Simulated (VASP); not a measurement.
## Aluminum: input slips in a relaxation and what they do

Aim: see how common mistakes in a VASP relaxation show up, on Aluminum. The starting structure is a measured crystal structure from the Crystallography Open Database. The first relaxation on each setting starts from this cell expanded by 3 % in volume.

Calculated with VASP 6.6.1; Kohn-Sham DFT with plane waves and PAW; PBEsol.

### 1. The starting structure

It takes space group Fm-3m (No. 225, cubic). Conventional cell: a = 4.050 Å, b = 4.050 Å, c = 4.050 Å, α = 90.00°, β = 90.00°, γ = 90.00°. Al has 12 Al at 2.86 Å nearest.

Structure file:

```
Al
1.0
     0.00000    2.02481    2.02481
     2.02481    0.00000    2.02481
     2.02481    2.02481    0.00000
Al
1
Cartesian
  0.0000 0.0000 0.0000
```

### 2. Reference relaxation

This run starts from the cell of an earlier relaxation, which isn't shown; the restart sets up the plane waves anew.

Input file INCAR:

```
SYSTEM = Al
PREC = Accurate
ENCUT = 450
EDIFF = 1E-06
NELM = 100
ISMEAR = 1
SIGMA = 0.15
LREAL = .FALSE.
ALGO = Normal
GGA = PS
NBANDS = 7
LORBIT = 11
LWAVE = .FALSE.
LCHARG = .FALSE.
KPAR = 4
IBRION = 2
NSW = 50
ISIF = 3
EDIFFG = -0.006
```

Input file POSCAR:

```
Al
1.0
    0.0000000000      2.0079784818      2.0079784818
    2.0079784818      0.0000000000      2.0079784818
    2.0079784818      2.0079784818      0.0000000000
Al
1
Direct
    0.0000000000      0.0000000000      0.0000000000
```

Input file KPOINTS:

```
Automatic mesh
0
Gamma
18 18 18
0 0 0
```

Potentials, in the order of the species: Al (PBE family, release 64).

On the command line:

```
> mpirun -np 4 vasp_std
```

The log of the run:

```text
[banner, memory and clock lines left out]
running    4 mpi-ranks, on    1 nodes
 distrk:  each k-point on    1 cores,    4 groups
 distr:  one band on    1 cores,    1 groups

 POSCAR found type information on POSCAR Al
 POSCAR found :  1 types and       1 ions
|                                                                             |
|               ----> ADVICE to this user running VASP <----                  |
|                                                                             |
|     You enforced a specific xc type in the INCAR file but a different       |
|     [... a line on the potential file left out ...]
|     I HOPE YOU KNOW WHAT YOU ARE DOING!                                     |
|                                                                             |

 LDA part: xc-table for (Slater+PW92), standard interpolation
 POSCAR, INCAR and KPOINTS ok, starting setup
 FFT: planning ... GRIDC
 FFT: planning ... GRID_SOFT
 FFT: planning ... GRID
 WAVECAR not read
 entering main loop
       N       E                     dE             d eps       ncg     rms          rms(c)
DAV:   1    -0.274567154537E+01   -0.27457E+01   -0.81578E+02  2786   0.203E+02
DAV:   2    -0.411026019536E+01   -0.13646E+01   -0.13356E+01  3689   0.206E+01
DAV:   3    -0.411827498039E+01   -0.80148E-02   -0.79765E-02  3766   0.173E+00
DAV:   4    -0.411829105875E+01   -0.16078E-04   -0.16078E-04  4039   0.644E-02
DAV:   5    -0.411829107371E+01   -0.14959E-07   -0.13938E-07  3976   0.142E-03    0.143E+00
DAV:   6    -0.410111181330E+01    0.17179E-01   -0.21066E-03  3626   0.218E-01    0.811E-01
DAV:   7    -0.408950843143E+01    0.11603E-01   -0.57672E-03  3437   0.348E-01    0.171E-01
DAV:   8    -0.408949336070E+01    0.15071E-04   -0.22809E-05  4144   0.365E-02    0.107E-02
DAV:   9    -0.408949262019E+01    0.74051E-06   -0.35949E-07  3668   0.303E-03
   1 F= -.40894926E+01 E0= -.40891202E+01  d E =-.408949E+01
 curvature:   0.00 expect dE= 0.000E+00 dE for cont linesearch  0.000E+00
 trial: gam= 0.00000 g(F)=  0.298E-64 g(S)=  0.877E-08 ort = 0.000E+00 (trialstep = 0.100E+01)
 search vector abs. value=  0.887E-08
 reached required accuracy - stopping structural energy minimisation
```

The job ended after 2.6 s (4 MPI ranks of Intel Xeon 6975P-C (Granite Rapids), shared host; peak memory 0.48 GiB).

The logs omit lines about the potential files and the build; timing stands in the text.

OUTCAR, selected parts (step 2):

```text
ion  position               nearest neighbor table
   1  0.000  0.000  0.000-

  LATTYP: Found a face centered cubic cell.
 ALAT       =     4.0159569636

 Subroutine GETGRP returns: Found 48 space group operations
 (whereof 48 operations were pure point group operations)

The static configuration has the point symmetry O_h .

 Found    195 irreducible k-points:

   k-points           NKPTS =    195   k-points in BZ     NKDIM =    195   number of bands    NBANDS=      7

   dimension x,y,z NGX =    20 NGY =   20 NGZ =   20
   dimension x,y,z NGXF=    40 NGYF=   40 NGZF=   40

   ENCUT  =  450.0 eV  33.07 Ry    5.75 a.u.   4.91  4.91  4.91*2*pi/ulx,y,z

   NELECT =       3.0000    total number of electrons

 k-points in reciprocal lattice and weights: Automatic mesh
   0.00000000  0.00000000  0.00000000       0.000
   0.05555556  0.00000000  0.00000000       0.001
   0.11111111  0.00000000  0.00000000       0.001
   0.16666667  0.00000000  0.00000000       0.001
   0.22222222  0.00000000  0.00000000       0.001
   0.27777778  0.00000000  0.00000000       0.001
   0.33333333  0.00000000  0.00000000       0.001
   0.38888889  0.00000000  0.00000000       0.001
   0.44444444  0.00000000  0.00000000       0.001
[...]
-0.27777778  0.44444444  0.22222222       0.004
  -0.27777778  0.50000000  0.22222222       0.002

 average (electrostatic) potential at core
       1 -72.0941

 E-fermi :   8.1384

 k-point     1 :       0.0000    0.0000    0.0000
  band No.  band energies     occupation
      1      -3.1130      2.00000
      2      20.8472      0.00000
      3      20.8472      0.00000
      4      20.8472      0.00000
      5      22.4816      0.00000
      6      22.4816      0.00000
    ...

 k-point     2 :       0.0556    0.0000    0.0000
  band No.  band energies     occupation
      1      -3.0280      2.00000
      2      19.3458      0.00000
      3      20.5534      0.00000
      4      20.5534      0.00000
      5      22.9088      0.00000
      6      22.9088      0.00000
    ...

 k-point     3 :       0.1111    0.0000    0.0000
  band No.  band energies     occupation
      1      -2.7735      2.00000
      2      17.1088      0.00000
      3      20.0540      0.00000
      4      20.0540      0.00000
      5      23.0821      0.00000
      6      23.7789      0.00000
    ...

  Total        0.0002461      0.0002461      0.0002461     -0.0000000     -0.0000000     -0.0000000
  in kB        0.0243507      0.0243507      0.0243507     -0.0000000     -0.0000000     -0.0000000
  external PRESSURE =       0.0243507 kB  Pullay stress =       0.0000000 kB

  energy-cutoff  :      450.00
  volume of cell :       16.19
      direct lattice vectors                 reciprocal lattice vectors
     0.000000000  2.007978482  2.007978482    -0.249006652  0.249006652  0.249006652
     2.007978482  0.000000000  2.007978482     0.249006652 -0.249006652  0.249006652
     2.007978482  2.007978482  0.000000000     0.249006652  0.249006652 -0.249006652

 POSITION                                       TOTAL-FORCE (eV/Angst)
 -----------------------------------------------------------------------------------
      0.00000      0.00000      0.00000         0.000000      0.000000      0.000000
 -----------------------------------------------------------------------------------
    total drift:                                0.000000      0.000000     -0.000000

  FREE ENERGIE OF THE ION-ELECTRON SYSTEM (eV)
  ---------------------------------------------------
  free  energy   TOTEN  =        -4.0894926202 eV

  energy  without entropy=       -4.0883752926  energy(sigma->0) =       -4.08912018

 reached required accuracy - stopping structural energy minimisation

 total charge
# of ion       s       p       d       tot
------------------------------------------
    1        0.428   0.347   0.000   0.775

[... 3 further parts left out ...]
```

CONTCAR:

```
Al
   1.00000000000000
     0.0000000000000000    2.0079784817999999    2.0079784817999999
     2.0079784817999999    0.0000000000000000    2.0079784817999999
     2.0079784817999999    2.0079784817999999    0.0000000000000000
  Al
     1
Direct
     0.0000000000000000    0.0000000000000000    0.0000000000000000
```

This run has no spin polarisation. Its electron count is odd, so without a moment it is a metal by construction. The PAW data sets were made with PBE, which is usual practice but a small mismatch for other functionals. The run keeps the 48 symmetry operations of its start, so it cannot find a distortion of lower symmetry.

The reference relaxation ends at 16.192 Å³ an atom. Pressures at 0.985 and 1.015 times this volume, from two more relaxations that aren't shown, give a bulk modulus of 80.8 GPa.

### 3. Relaxation with too few electronic steps

A slip made on purpose: too few electronic steps. Against step 2 the input has NELM = 4 (also changed: NSW).

Changes to INCAR since step 2:

```diff
@@ -4,3 +4,3 @@
 EDIFF = 1E-06
-NELM = 100
+NELM = 4
 ISMEAR = 1
@@ -16,3 +16,3 @@
 IBRION = 2
-NSW = 50
+NSW = 30
 ISIF = 3
```

Input file POSCAR:

```
Al
1.0
    0.0000000000      2.0448538781      2.0448538781
    2.0448538781      0.0000000000      2.0448538781
    2.0448538781      2.0448538781      0.0000000000
Al
1
Direct
    0.0000000000      0.0000000000      0.0000000000
```

KPOINTS is that of step 2.

On the command line:

```
> mpirun -np 4 vasp_std
```

The log of the run:

```text
[banner, memory and clock lines left out]
running    4 mpi-ranks, on    1 nodes
[...]
[... a notice as in an earlier step ...]

 LDA part: xc-table for (Slater+PW92), standard interpolation
 POSCAR, INCAR and KPOINTS ok, starting setup
[...]
entering main loop
       N       E                     dE             d eps       ncg     rms          rms(c)
DAV:   1    -0.284087996782E+01   -0.28409E+01   -0.79110E+02  2842   0.202E+02
DAV:   2    -0.409781290081E+01   -0.12569E+01   -0.11922E+01  3710   0.192E+01
DAV:   3    -0.410582954498E+01   -0.80166E-02   -0.80086E-02  3773   0.172E+00
DAV:   4    -0.410584612320E+01   -0.16578E-04   -0.16578E-04  4144   0.668E-02
|                                                                             |
|           W    W    AA    RRRRR   N    N  II  N    N   GGGG   !!!           |
|           W    W   A  A   R    R  NN   N  II  NN   N  G    G  !!!           |
|           W    W  A    A  R    R  N N  N  II  N N  N  G       !!!           |
[...]
|                                                                             |
|     The electronic self-consistency was not achieved in the given           |
|     number of steps (NELM). The forces and other quantities evaluated       |
|     might not be reliable so examine the results carefully. If you find     |
|     spurious results, we suggest increasing NELM, if you were close to      |
|     convergence or switching to a different ALGO or adjusting the           |
|     density mixing parameters otherwise.                                    |
|                                                                             |

   1 F= -.41058461E+01 E0= -.41056484E+01  d E =-.410585E+01
[...]
|     The electronic self-consistency was not achieved in the given           |
[... from here on, the cycles between the ionic steps are left out ...]
   2 F= -.40745424E+01 E0= -.40742111E+01  d E =0.313038E-01
[...]
|     The electronic self-consistency was not achieved in the given           |
   3 F= -.40888912E+01 E0= -.40885041E+01  d E =0.169549E-01
   4 F= -.40894957E+01 E0= -.40891160E+01  d E =0.163505E-01
   5 F= -.40895807E+01 E0= -.40892079E+01  d E =0.162654E-01
[...]
reached required accuracy - stopping structural energy minimisation
```

Wall time 4.4 s (4 MPI ranks); peak memory 0.53 GiB.

OUTCAR, selected parts (step 3):

```text
  Total        0.0025614      0.0025614      0.0025614      0.0000000     -0.0000000      0.0000000
  in kB        0.2535061      0.2535061      0.2535061      0.0000000     -0.0000000      0.0000000
  external PRESSURE =       0.2535061 kB  Pullay stress =       0.0000000 kB

 POSITION                                       TOTAL-FORCE (eV/Angst)
 -----------------------------------------------------------------------------------
      0.00000      0.00000      0.00000         0.000000      0.000000     -0.000000
 -----------------------------------------------------------------------------------
    total drift:                                0.000000      0.000000     -0.000000

  FREE ENERGIE OF THE ION-ELECTRON SYSTEM (eV)
  ---------------------------------------------------
  free  energy   TOTEN  =        -4.0895807234 eV

  energy  without entropy=       -4.0884621151  energy(sigma->0) =       -4.08920785

[... 2 parts as in an earlier step ...]

[... 2 further parts left out ...]
[key lines of the parts left out:]
E-fermi :   8.1409
```

With too few electronic steps the cell ends at 16.188 Å³ an atom, -0.02 % from the reference.

### 4. Relaxation with a loose energy criterion for the relaxation

A slip made on purpose: a loose energy criterion for the relaxation. Against step 2 the input has EDIFFG = 0.1 (also changed: NELM).

Changes to INCAR since step 3:

```diff
@@ -4,3 +4,3 @@
 EDIFF = 1E-06
-NELM = 4
+NELM = 60
 ISMEAR = 1
@@ -16,4 +16,4 @@
 IBRION = 2
-NSW = 30
+NSW = 50
 ISIF = 3
-EDIFFG = -0.006
+EDIFFG = 0.1
```

POSCAR is that of step 3.

KPOINTS is that of step 3.

On the command line:

```
> mpirun -np 4 vasp_std
```

The log of the run:

```text
[... set-up lines as in an earlier step ...]
 entering main loop
       N       E                     dE             d eps       ncg     rms          rms(c)
[... 4 cycles as in an earlier step ...]
DAV:   5    -0.410584614559E+01   -0.22390E-07   -0.23518E-07  3794   0.164E-03    0.133E+00
DAV:   6    -0.408916738239E+01    0.16679E-01   -0.24268E-03  3598   0.232E-01    0.758E-01
DAV:   7    -0.407793107336E+01    0.11236E-01   -0.65856E-03  3388   0.370E-01    0.158E-01
DAV:   8    -0.407791639349E+01    0.14680E-04   -0.23480E-05  4186   0.373E-02    0.431E-03
DAV:   9    -0.407791571308E+01    0.68041E-06   -0.37818E-07  3773   0.293E-03
   1 F= -.40779157E+01 E0= -.40777772E+01  d E =-.407792E+01
[...]
N       E                     dE             d eps       ncg     rms          rms(c)
DAV:   1    -0.409103656570E+01   -0.13120E-01   -0.19263E-01  3388   0.201E+00    0.361E-01
DAV:   2    -0.409006741330E+01    0.96915E-03   -0.11220E-03  3598   0.266E-01    0.137E-01
DAV:   3    -0.408942843848E+01    0.63897E-03   -0.23190E-04  3500   0.646E-02    0.441E-02
DAV:   4    -0.408939174699E+01    0.36691E-04   -0.20138E-05  3801   0.193E-02    0.291E-02
DAV:   5    -0.408939179582E+01   -0.48825E-07   -0.11926E-07  2618   0.263E-03
   2 F= -.40893918E+01 E0= -.40890093E+01  d E =-.114761E-01
 trial-energy change:   -0.011476  1 .order   -0.011034   -0.025476    0.003407
 step:   0.8909(harm=  0.8820)  dis= 0.00000  next Energy=    -4.089577 (dE=-0.117E-01)
[...]
N       E                     dE             d eps       ncg     rms          rms(c)
DAV:   1    -0.408960164605E+01   -0.20990E-03   -0.21958E-03  3465   0.214E-01    0.382E-02
DAV:   2    -0.408958982458E+01    0.11821E-04   -0.13014E-05  3535   0.285E-02    0.149E-02
DAV:   3    -0.408958162721E+01    0.81974E-05   -0.27030E-06  3598   0.693E-03    0.461E-03
DAV:   4    -0.408958103885E+01    0.58836E-06   -0.18865E-07  1568   0.193E-03
   3 F= -.40895810E+01 E0= -.40892086E+01  d E =-.116653E-01
[...]
reached required accuracy - stopping structural energy minimisation
```

Wall time 3.8 s (4 MPI ranks); peak memory 0.5 GiB.

Parts of OUTCAR (step 4):

```text
  Total        0.0006381      0.0006381      0.0006381     -0.0000000     -0.0000000     -0.0000000
  in kB        0.0631376      0.0631376      0.0631376     -0.0000000     -0.0000000     -0.0000000
  external PRESSURE =       0.0631376 kB  Pullay stress =       0.0000000 kB

  FREE ENERGIE OF THE ION-ELECTRON SYSTEM (eV)
  ---------------------------------------------------
  free  energy   TOTEN  =        -4.0895810388 eV

  energy  without entropy=       -4.0884637722  energy(sigma->0) =       -4.08920862

[... 4 parts as in an earlier step ...]

[... 1 further part left out ...]
[key lines of the parts left out:]
E-fermi :   8.1383
```

With a loose energy criterion for the relaxation the cell ends at 16.192 Å³ an atom, +0.00 % from the reference.

[end of part 1 of 2]

[Lines on the potential files, build, host, timing and source positions are cut from VASP's logs without a mark.]

[Logs are printed without paths, hosts, clocks, repeated set-up lines and the standing remarks that a program may print on its own settings, such as how far it seeks lower states.]

[Hosts, paths, dates, database ids (printed as entryN), source tags and the programs' standing remarks are cut or masked in the printed files.]
